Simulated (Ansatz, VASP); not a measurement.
# Cross-check of TaSi2N4 (TaSi2N4 bilayer, AB) between VASP and Ansatz, part 3 of 3

One calculation is typed for both programs; each brings its own data sets. How far apart do they land? Of the first pair: The structure shown is the start of the Ansatz relaxation below; VASP solves that cell, so the two are compared at the walk's first step.

VASP 6.6.1 and Ansatz 0.2.0.

So far: The structure; Ansatz: relaxation, PBE with D3(BJ); VASP: single point, PBE with D3(BJ), start cell, pair 1; Side by side.

## (6) VASP: single point, PBE with D3(BJ), relaxed cell, pair 2

Level of this step: PBE with D3(BJ), spin-polarised from an antiferromagnetic start; plane waves and PAW (N, Si, Ta_pv) (VASP).

The same cell, functional, mesh and smearing now go to VASP, with its own data sets.

INCAR

```
SYSTEM = TaSi2N4
PREC = Accurate
ENCUT = 520
EDIFF = 1E-06
NELM = 200
ISMEAR = -1
SIGMA = 0.05
LREAL = .FALSE.
ALGO = Normal
GGA = PE
IVDW = 12
NBANDS = 61
ISPIN = 2
MAGMOM = 0.01 0.01 0.01 0.01 -0.01 -0.01 -0.01 -0.01 0 0 -0 -0 0.24 -0.23
LASPH = .TRUE.
LMAXMIX = 4
LORBIT = 11
LWAVE = .FALSE.
LCHARG = .FALSE.
ISIF = 2
LDIPOL = .TRUE.
IDIPOL = 3
DIPOL = 0.5 0.5 0.5
LVHAR = .TRUE.
GGA_COMPAT = .FALSE.
NELMDL = -8
KPAR = 4
```

POSCAR

```
TaSi2N4
1.0
    2.9505042687      0.0000000000      0.0000000000
   -1.4752521343      2.5552116506      0.0000000000
    0.0000000000      0.0000000000     66.7552949306
N Si Ta
8 4 2
Direct
    0.0000000000      0.0000000000      0.3733436085
    0.3333333333      0.6666666667      0.4070969934
    0.3333333333      0.6666666667      0.4447414298
    0.0000000000      0.0000000000      0.4783526607
    0.3333333333      0.6666666667      0.5215424438
    0.6666666667      0.3333333333      0.5552456378
    0.6666666667      0.3333333333      0.5929168920
    0.3333333333      0.6666666667      0.6266750029
    0.3333333333      0.6666666667      0.3808937223
    0.3333333333      0.6666666667      0.4709592282
    0.6666666667      0.3333333333      0.5290874740
    0.6666666667      0.3333333333      0.6191232144
    0.0000000000      0.0000000000      0.4259357241
    0.3333333333      0.6666666667      0.5740859680
```

KPOINTS

```
Automatic mesh
0
Gamma
12 12 1
0 0 0
```

PAW data sets: N, Si and Ta_pv (PBE family, release 64).

Started as:

```bash
> mpirun -np 4 vasp_std
```

Numbers of over 12 decimals in the logs are rounded to 6 here.

Output:

```text
[banner, memory and clock lines left out]
running    4 mpi-ranks, on    1 nodes
[...]
LDA part: xc-table for (Slater+PW92), standard interpolation
 [... a notice as in an earlier step ...]

 POSCAR, INCAR and KPOINTS ok, starting setup
[...]
entering main loop
       N       E                     dE             d eps       ncg     rms          rms(c)
DAV:   1     0.642509785747E+03    0.64251E+03   -0.34652E+04  5212   0.103E+03
DAV:   2    -0.562658931719E+02   -0.69878E+03   -0.66309E+03  6289   0.269E+02
DAV:   3    -0.141604288661E+03   -0.85338E+02   -0.84043E+02  5963   0.921E+01
DAV:   4    -0.144490055296E+03   -0.28858E+01   -0.28669E+01  5984   0.200E+01
[...]
DAV: 100    -0.125542490255E+03   -0.32455E-05   -0.97495E-08  3923   0.567E-04    0.290E-04
DAV: 101    -0.125542491358E+03   -0.11021E-05   -0.15063E-08  3815   0.287E-04    0.185E-04
DAV: 102    -0.125542492206E+03   -0.84859E-06   -0.12436E-08  3786   0.223E-04
   1 F= -.12943717E+03 E0= -.12941567E+03  d E =-.429862E-01  mag=    -0.0000
```

OUTCAR, selected parts (step 6):

```text
 Edisp (eV)   -3.89468

  Total      -0.26746    -0.26746     0.74332    -0.00000     0.00000    -0.00000
  in kB      -0.85145    -0.85145     2.36633    -0.00000     0.00000    -0.00000
  external pressure =        0.22 kB  Pullay stress =        0.00 kB

 POSITION                                       TOTAL-FORCE (eV/Angst)
 -----------------------------------------------------------------------------------
      0.00000      0.00000     24.92266         0.000000     -0.000000      0.002858
     -0.00000      1.70347     27.17588        -0.000000      0.000000     -0.075503
     -0.00000      1.70347     29.68885        -0.000000     -0.000000      0.079198
      0.00000      0.00000     31.93257         0.000000     -0.000000     -0.001701
     -0.00000      1.70347     34.81572        -0.000000      0.000000      0.007948
      1.47525      0.85174     37.06559        -0.000000     -0.000000     -0.069413
      1.47525      0.85174     39.58034        -0.000000      0.000000      0.074948
     -0.00000      1.70347     41.83387        -0.000000     -0.000000     -0.003907
     -0.00000      1.70347     25.42667         0.000000     -0.000000     -0.043879
     -0.00000      1.70347     31.43902         0.000000     -0.000000      0.040474
      1.47525      0.85174     35.31939         0.000000     -0.000000     -0.046412
      1.47525      0.85174     41.32975         0.000000     -0.000000      0.041352
      0.00000      0.00000     28.43346         0.000000     -0.000000     -0.004251
     -0.00000      1.70347     38.32328         0.000000     -0.000000     -0.001714
 -----------------------------------------------------------------------------------
    total drift:                               -0.000000      0.000000     -0.000128

  FREE ENERGIE OF THE ION-ELECTRON SYSTEM (eV)
  ---------------------------------------------------
  free  energy   TOTEN  =      -129.4371673955 eV

  energy  without entropy=     -129.3941811974  energy(sigma->0) =     -129.41567430

 magnetization (x)
# of ion       s       p       d       tot
------------------------------------------
    1        0.000   0.000   0.000   0.000
    2        0.000   0.000   0.000   0.000
    3        0.000   0.000   0.000   0.000
    4        0.000   0.000   0.000   0.000
    5        0.000  -0.000   0.000  -0.000
    6       -0.000  -0.000   0.000  -0.000
    7       -0.000  -0.000   0.000  -0.000
    8       -0.000  -0.000   0.000  -0.000
    9        0.000   0.000   0.000   0.000
   10        0.000   0.000   0.000   0.000
   11       -0.000  -0.000   0.000  -0.000
   12       -0.000  -0.000   0.000  -0.000
   13        0.000   0.000   0.000   0.000
   14       -0.000  -0.000  -0.000  -0.000
--------------------------------------------------
tot         -0.000   0.000  -0.000  -0.000

[... 1 part as in an earlier step ...]

[... 2 further parts left out ...]
[key lines of the parts left out:]
E-fermi :  -1.7385
```

## (7) Comparison

What differs besides the data sets and the points named for the pairs above, as far as they apply: the data sets hold 82 valence electrons in Ansatz (on its default PAW (the set named soft_2) files) and 78 in VASP. Total energies have different zeros and are not compared.

The two programs side by side:

```
         quantity  Ansatz  VASP  difference
total moment (μB)    0.04  0.00       +0.04
```

Forces on 7 of the 14 atoms, those with the largest forces and the largest differences (eV/Å; atoms numbered as in POSCAR):

```
atom        Ansatz x, y, z          VASP x, y, z
  N2  0.000, 0.000, -0.003  0.000, 0.000, -0.076
  N3   0.000, 0.000, 0.003   0.000, 0.000, 0.079
  N6  0.000, 0.000, -0.003  0.000, 0.000, -0.069
  N7   0.000, 0.000, 0.003   0.000, 0.000, 0.075
 Si9   0.000, 0.000, 0.002  0.000, 0.000, -0.044
Si11   0.000, 0.000, 0.002  0.000, 0.000, -0.046
Si12  0.000, 0.000, -0.002   0.000, 0.000, 0.041
```

The forces differ by 26 meV/Å r.m.s., where the r.m.s. force is 0.001 eV/Å in Ansatz and 0.027 eV/Å in VASP: the atoms lie near their places of rest in Ansatz, so a percentage would say little (all taken over all components). With vacuum in the cell, a pressure given here is an average over mostly empty space and none of the material. The two runs ended with unlike total or site moments, perhaps in different magnetic states; the other differences may follow from that, so they don't measure the programs' precision.

## (8) What came out

```yaml
r_m_s_force_difference_single_point_pbe_with_d3_bj_start_cell_pair_1: 2.0 % of the r.m.s. force
difference_in_total_moment_single_point_pbe_with_d3_bj_relaxed_cell_pair_2: 0.035 μB
r_m_s_force_difference_single_point_pbe_with_d3_bj_relaxed_cell_pair_2: 26 meV/Å
```

The r.m.s. force difference is 26 meV/Å (single point, PBE with D3(BJ), relaxed cell, pair 2), beyond the 12 meV/Å picked in this series as the mark of a large difference. The data sets hold unlike numbers of valence electrons (82 in Ansatz and 78 in VASP), so part of the differences comes from the potentials. The runs of the single point, PBE with D3(BJ), relaxed cell, pair 2 pair ended with unlike moments, so it says little about numerical agreement. By the marks of this series, far apart in the single point, PBE with D3(BJ), relaxed cell, pair 2 pair: the r.m.s. force difference, 26 meV/Å. What causes the difference of the single point, PBE with D3(BJ), relaxed cell, pair 2 pair stays open here. How closely two codes agree says nothing of how well the functional describes the real material.

[Lines on the potential files, build, host, timing and source positions are cut from VASP's logs without a mark.]

[Logs are printed without paths, hosts, clocks, repeated set-up lines and the standing remarks that a program may print on its own settings, such as how far it seeks lower states.]

[Hosts, paths, dates, database ids (printed as entryN), source tags and the programs' standing remarks are cut or masked in the printed files.]
